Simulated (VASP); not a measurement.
# Hf5F3 (Im-3m) in VASP: relaxation of cell and atoms with PBE

Aim: the relaxation of cell and atoms of Hf5F3 with PBE.

Program: VASP 6.6.1. These are calculated values, not measurements. Logs are shortened: lines on timing, memory, paths and dates and some standing lists are left out, and cuts for length are marked.

### 1 The cell of the first run

The structure is cubic, space group Im-3m (No. 229). Conventional cell: a = 6.358 Å, b = 6.358 Å, c = 6.358 Å, α = 90.00°, β = 90.00°, γ = 90.00°. Hf (site symmetry m-3m) is surrounded by 8 Hf at 2.75 Å. Hf (site symmetry -3m) has 2 Hf at 2.75 Å and 6 F at 2.75 Å as nearest neighbours. F (site symmetry 4/mmm) has 8 Hf at 2.75 Å as nearest neighbours.

The cell was built by a generator and needn't be a form met in nature.

### 2 Relaxation of cell and atoms, PBE (species swapped into the Fe5Co3 type (Im-3m, No. 229))

Contents of INCAR:

```
SYSTEM = Hf5F3
ALGO = Normal
EDIFF = 1E-6
EDIFFG = -0.04
ENCUT = 600
GGA = PE
IBRION = 2
ISIF = 3
ISMEAR = 0
LASPH = .True.
LCHARG = .False.
LREAL = .False.
LWAVE = .False.
NELM = 100
NSW = 90
PREC = Accurate
SIGMA = 0.1
```

Contents of KPOINTS:

```
k-points
0
Gamma
  4 4 4
  0 0 0
```

Contents of POSCAR:

```
Hf5F3
1.0
   -3.1789832700      3.1789832700      3.1789832700
    3.1789832700     -3.1789832700      3.1789832700
    3.1789832700      3.1789832700     -3.1789832700
Hf F
5 3
Direct
    0.0000000000      0.0000000000      0.0000000000
    0.0000000000      0.0000000000      0.5000000000
    0.0000000000      0.5000000000      0.0000000000
    0.5000000000      0.0000000000      0.0000000000
    0.5000000000      0.5000000000      0.5000000000
    0.0000000000      0.5000000000      0.5000000000
    0.5000000000      0.5000000000      0.0000000000
    0.5000000000      0.0000000000      0.5000000000
```

Potentials or basis: VASP PAW PBE potentials, release 64 (Hf_pv, F).

The run is started by

```
$ cat potpaw_PBE.64/Hf_pv/POTCAR potpaw_PBE.64/F/POTCAR > POTCAR
$ mpirun -np 1 vasp_std > vasp.out
```

OUTCAR:

```text
SYSTEM = Hf5F3
   EDIFF = 1E-6
   EDIFFG = -0.04
   ENCUT = 600
   GGA = PE
   IBRION = 2
   ISIF = 3
   ISMEAR = 0
   LASPH = .True.
   LREAL = .False.
   NELM = 100
   NSW = 90
   PREC = Accurate

 ion  position               nearest neighbor table
   1  0.000  0.000  0.000-   2 2.75   3 2.75   4 2.75   5 2.75   2 2.75   3 2.75   4 2.75   5 2.75

   2  0.000  0.000  0.500-   1 2.75   6 2.75   7 2.75   8 2.75   1 2.75   6 2.75   8 2.75   7 2.75
                             4 3.18   3 3.18   5 3.18   4 3.18   5 3.18   3 3.18
   3  0.000  0.500  0.000-   1 2.75   6 2.75   7 2.75   8 2.75   6 2.75   1 2.75   7 2.75   8 2.75
                             4 3.18   2 3.18   5 3.18   5 3.18   4 3.18   2 3.18
   4  0.500  0.000  0.000-   1 2.75   6 2.75   7 2.75   8 2.75   8 2.75   7 2.75   1 2.75   6 2.75
                             3 3.18   5 3.18   5 3.18   2 3.18   3 3.18   2 3.18
   5  0.500  0.500  0.500-   1 2.75   6 2.75   7 2.75   8 2.75   7 2.75   8 2.75   6 2.75   1 2.75
                             3 3.18   4 3.18   4 3.18   3 3.18   2 3.18   2 3.18
   6  0.000  0.500  0.500-   2 2.75   3 2.75   4 2.75   5 2.75   3 2.75   2 2.75   5 2.75   4 2.75

   7  0.500  0.500  0.000-   2 2.75   3 2.75   4 2.75   5 2.75   5 2.75   4 2.75   3 2.75   2 2.75

   8  0.500  0.000  0.500-   2 2.75   3 2.75   4 2.75   5 2.75   4 2.75   5 2.75   2 2.75   3 2.75

  LATTYP: Found a body centered cubic cell.
 ALAT       =     6.3579665400

  Lattice vectors:

 A1 = (  -3.1789832700,   3.1789832700,   3.1789832700)
 A2 = (   3.1789832700,  -3.1789832700,   3.1789832700)
 A3 = (   3.1789832700,   3.1789832700,  -3.1789832700)

Analysis of symmetry for initial positions (statically):
=====================================================================
 Subroutine PRICEL returns:
 Original cell was already a primitive cell.

 Routine SETGRP: Setting up the symmetry group for a
 body centered cubic supercell.

 Subroutine GETGRP returns: Found 48 space group operations
 (whereof 48 operations were pure point group operations)
 out of a pool of 48 trial point group operations.

The static configuration has the point symmetry O_h .

Analysis of symmetry for dynamics (positions and initial velocities):
=====================================================================
 Subroutine PRICEL returns:
 Original cell was already a primitive cell.

 Routine SETGRP: Setting up the symmetry group for a
 body centered cubic supercell.

 Subroutine GETGRP returns: Found 48 space group operations
 (whereof 48 operations were pure point group operations)
 out of a pool of 48 trial point group operations.

The dynamic configuration has the point symmetry O_h .

 Subroutine INISYM returns: Found 48 space group operations
 (whereof 48 operations are pure point group operations),
 and found     1 'primitive' translations

----------------------------------------------------------------------------------------

                                     Primitive cell

  volume of cell :     128.5064

  direct lattice vectors                    reciprocal lattice vectors
    -3.178983270  3.178983270  3.178983270     0.000000000  0.157282992  0.157282992
     3.178983270 -3.178983270  3.178983270     0.157282992  0.000000000  0.157282992
     3.178983270  3.178983270 -3.178983270     0.157282992  0.157282992  0.000000000

  length of vectors
     5.506160540  5.506160540  5.506160540     0.222431740  0.222431740  0.222431740

  position of ions in fractional coordinates (direct lattice)
     0.000000000  0.000000000  0.000000000
     0.000000000  0.000000000  0.500000000
     0.000000000  0.500000000  0.000000000
     0.500000000  0.000000000  0.000000000
     0.500000000  0.500000000  0.500000000
     0.000000000  0.500000000  0.500000000
     0.500000000  0.500000000  0.000000000
     0.500000000  0.000000000  0.500000000

  ion indices of the primitive-cell ions
   primitive index   ion index
                 1           1
                 2           2
                 3           3
                 4           4
                 5           5
                 6           6
                 7           7
                 8           8

----------------------------------------------------------------------------------------

 KPOINTS: k-points

Automatic generation of k-mesh.
 Grid dimensions read from file:
 generate k-points for:    4    4    4

 Generating k-lattice:

  Cartesian coordinates                     Fractional coordinates (reciprocal lattice)
     0.000000000  0.039320748  0.039320748     0.250000000  0.000000000  0.000000000
     0.039320748  0.000000000  0.039320748     0.000000000  0.250000000  0.000000000
     0.039320748  0.039320748  0.000000000     0.000000000  0.000000000  0.250000000

  Length of vectors
     0.055607935  0.055607935  0.055607935

  Shift w.r.t. Gamma in fractional coordinates (k-lattice)
     0.000000000  0.000000000  0.000000000

 Subroutine IBZKPT returns following result:
 ===========================================

 Found      8 irreducible k-points:

 Following reciprocal coordinates:
            Coordinates               Weight
  0.000000  0.000000  0.000000      1.000000
  0.250000  0.000000  0.000000     12.000000
  0.500000  0.000000  0.000000      6.000000
  0.250000  0.250000  0.000000     24.000000
  0.250000  0.250000  0.250000      2.000000
 -0.250000  0.250000  0.250000      6.000000
  0.500000  0.500000  0.250000     12.000000
  0.500000  0.500000  0.500000      1.000000
   k-points           NKPTS =      8   k-points in BZ     NKDIM =      8   number of bands    NBANDS=     42
   number of dos      NEDOS =    301   number of ions     NIONS =      8
   total plane-waves  NPLWV = 110592
   dimension x,y,z NGX =    48 NGY =   48 NGZ =   48
   dimension x,y,z NGXF=    96 NGYF=   96 NGZF=   96
   ions per type =               5   3
   NGX,Y,Z   is equivalent  to a cutoff of  14.49, 14.49, 14.49 a.u.
   NGXF,Y,Z  is equivalent  to a cutoff of  28.99, 28.99, 28.99 a.u.
 SYSTEM =  Hf5F3
   PREC   = accura    normal or accurate (medium, high low for compatibility)
   ISTART =      0    job   : 0-new  1-cont  2-samecut
   ICHARG =      2    charge: 1-file 2-atom 10-const
   ISPIN  =      1    spin polarized calculation?
   LNONCOLLINEAR =      F non collinear calculations
   LSORBIT =      F    spin-orbit coupling
   LASPH  =      T    aspherical Exc in radial PAW
   ENCUT  =  600.0 eV  44.10 Ry    6.64 a.u.  11.00 11.00 11.00*2*pi/ulx,y,z
   NELM   =    100;   NELMIN=  2; NELMDL= -5     # of ELM steps
   EDIFF  = 0.1E-05   stopping-criterion for ELM
   LREAL  =      F    real-space projection
   EDIFFG = -.4E-01   stopping-criterion for IOM
   NSW    =     90    number of steps for IOM
   IBRION =      2    ionic relax: 0-MD 1-quasi-New 2-CG
   NFREE  =      1    steps in history (QN), initial steepest desc. (CG)
   ISIF   =      3    stress and relaxation
   ISYM   =      2    0-nonsym 1-usesym 2-fastsym
   POTIM  = 0.5000    time-step for ionic-motion
   TEBEG  =    0.0;   TEEND  =   0.0 temperature during run
   PSTRESS=    0.0 pullay stress
   NELECT =      71.0000    total number of electrons
   NUPDOWN=      -1.0000    fix difference up-down
   EMIN   =  10.00;   EMAX   =-10.00  energy-range for DOS
   EFERMI =   0.00;   METHOD = LEGACY
   ISMEAR =     0;   SIGMA  =   0.10  broadening in eV -4-tet -1-fermi 0-gaus
   EFERMI_NEDOS =   21; number of points for ismear=-14 and -15
   IALGO  =     38    algorithm
   IMIX   =      4    mixing-type and parameters
     AMIX     =   0.40;   BMIX     =  1.00
     AMIX_MAG =   1.60;   BMIX_MAG =  1.00
  volume/ion in A,a.u.               =      16.06       108.40
  Fermi-wavevector in a.u.,A,eV,Ry     =   1.343340  2.538545 24.552572  1.804563
  Thomas-Fermi vector in A             =   2.471422
   LORBIT       =      0    0 simple, 1 ext, 2 COOP (PROOUT), +10 PAW based schemes
   GGA     = PE    functional components
   LHFCALC =     F    Hartree Fock is set to
   AEXX    =    0.0000 exact exchange contribution
   IVDW    =     0    specifies the selected vdW correction
   LEPSILON=     F    determine dielectric tensor
   LRPA    =     F    only Hartree local field effects (RPA)
 conjugate gradient relaxation of ions
 non-spin polarized calculation
 Gauss-broadening in eV      SIGMA  =   0.10
  energy-cutoff  :      600.00
  volume of cell :      128.51
 maximum number of plane-waves:      4388
 NGX is ok and might be reduce to    48
   NGX = 21   NGY = 21   NGZ = 21

--------------------------------------- Ionic step        1  -------------------------------------------

 number of electron      71.0000021 magnetization

 Free energy of the ion-electron system (eV)
  ---------------------------------------------------
  ext. energy  EPLUGINS =         0.00000000
  ---------------------------------------------------
  free energy    TOTEN  =       -57.36245151 eV

  energy without entropy =      -57.34333074  energy(sigma->0) =      -57.35289112

------------------------ aborting loop because EDIFF is reached ----------------------------------------

  FORCE on cell =-STRESS in cart. coord.  units (eV):
  Direction    XX          YY          ZZ          XY          YZ          ZX
  --------------------------------------------------------------------------------------
  -------------------------------------------------------------------------------------
  Total        9.8488427      9.8488427      9.8488427     -0.0000000      0.0000000     -0.0000000
  in kB      122.7922808    122.7922808    122.7922808     -0.0000000      0.0000000     -0.0000000
  external PRESSURE =     122.7922808 kB  Pullay stress =       0.0000000 kB
[... 27 lines left out ...]
  energy  without entropy=      -57.3433307431  energy(sigma->0) =      -57.35289112

--------------------------------------- Ionic step        2  -------------------------------------------

 number of electron      71.0000008 magnetization

 E-fermi :   4.1719     XC(G=0): -10.6242

 val. band max:        4.0928965828   @ k =   0.5000   0.5000   0.2500
 cond. band min:       4.1929199525   @ k =   0.5000   0.5000   0.2500
 fundamental gap:      0.1000233697
 Fermi energy:         4.1718951264

 k-point     1 :       0.0000    0.0000    0.0000
  band No.  band energies     occupation
      1     -27.5137      2.00000
      2     -27.5137      2.00000
      3     -27.5137      2.00000
      4     -27.4910      2.00000
      5     -27.4910      2.00000
      6     -27.4910      2.00000
[... 388 lines left out ...]
  energy  without entropy=      -57.7563547795  energy(sigma->0) =      -57.77073823

--------------------------------------- Ionic step        3  -------------------------------------------

 number of electron      70.9999975 magnetization

 Free energy of the ion-electron system (eV)
  ---------------------------------------------------
  ext. energy  EPLUGINS =         0.00000000
  ---------------------------------------------------
  free energy    TOTEN  =       -57.91666408 eV

  energy without entropy =      -57.89394910  energy(sigma->0) =      -57.90530659

 E-fermi :   4.6456     XC(G=0): -10.8979

 val. band max:        4.5421091290   @ k =   0.5000   0.5000   0.2500
 cond. band min:       4.6656971220   @ k =   0.5000   0.5000   0.2500
 fundamental gap:      0.1235879931
 Fermi energy:         4.6456418457

 k-point     1 :       0.0000    0.0000    0.0000
  band No.  band energies     occupation
      1     -26.9805      2.00000
      2     -26.9805      2.00000
      3     -26.9805      2.00000
      4     -26.9532      2.00000
      5     -26.9532      2.00000
      6     -26.9532      2.00000
[... 384 lines left out ...]
  FREE ENERGIE OF THE ION-ELECTRON SYSTEM (eV)
  ---------------------------------------------------
  free  energy   TOTEN  =       -57.9166640756 eV

  energy  without entropy=      -57.8939491018  energy(sigma->0) =      -57.90530659

 reached required accuracy - stopping structural energy minimisation
```

Run time: 2.1 min. Hardware: 1 thread of Intel Xeon Platinum 8375C at 2.90GHz (Ice Lake), shared host; peak memory 0.35 GiB.

What came out:

| Property | Result |
| --- | --- |
| Free energy | -57.9167 eV |
| Relaxed volume | 18.02 Å³/atom |
| Relaxed cell | a = 5.721 Å, b = 5.721 Å, c = 5.721 Å, α = 109.47°, β = 109.47°, γ = 109.47° |
| Space group after relaxing (to 0.05 Å) | Im-3m (No. 229) |
| Energy gained by relaxing | 69.3 meV/atom |
| Ionic steps | 3 |
| Pressure after relaxing | 0.0 GPa |
| Band gap on the k mesh | none (metal or under the smearing width) |

Step by step:
| step | energy change (eV) | largest force (eV/Å) | pressure (GPa) | volume (Å³) |
| --- | --- | --- | --- | --- |
| 1 | 0.0000 | 0.0000 | 12.28 | 128.51 |
| 2 | -0.4227 | 0.0000 | -4.66 | 152.79 |
| 3 | -0.5542 | 0.0000 | -0.02 | 144.17 |

Final structure:
```
Hf F
1.0
    -3.30319    3.30319    3.30319
     3.30319   -3.30319    3.30319
     3.30319    3.30319   -3.30319
Hf F
5 3
Direct
  0.00000 0.00000 0.00000
  0.00000 0.00000 0.50000
  0.00000 0.50000 0.00000
  0.50000 0.00000 0.00000
  0.50000 0.50000 0.50000
  0.00000 0.50000 0.50000
  0.50000 0.50000 0.00000
  0.50000 0.00000 0.50000
```

Levels at points of the mesh, in eV from the Fermi level:
```
           k point  band 33  band 34  band 35  band 36  band 37  band 38
(0.00, 0.00, 0.00)    -2.48    -1.82    -0.89    -0.89     0.44     0.44
(0.50, 0.00, 0.00)    -0.46    -0.46    -0.34    -0.21    -0.16     0.55
(0.50, 0.50, 0.50)    -0.90    -0.90     0.12     0.12     0.91     0.91
```

Caveat: an odd number of electrons without spin polarisation forces a metal; a magnetic or distorted state may lie lower.
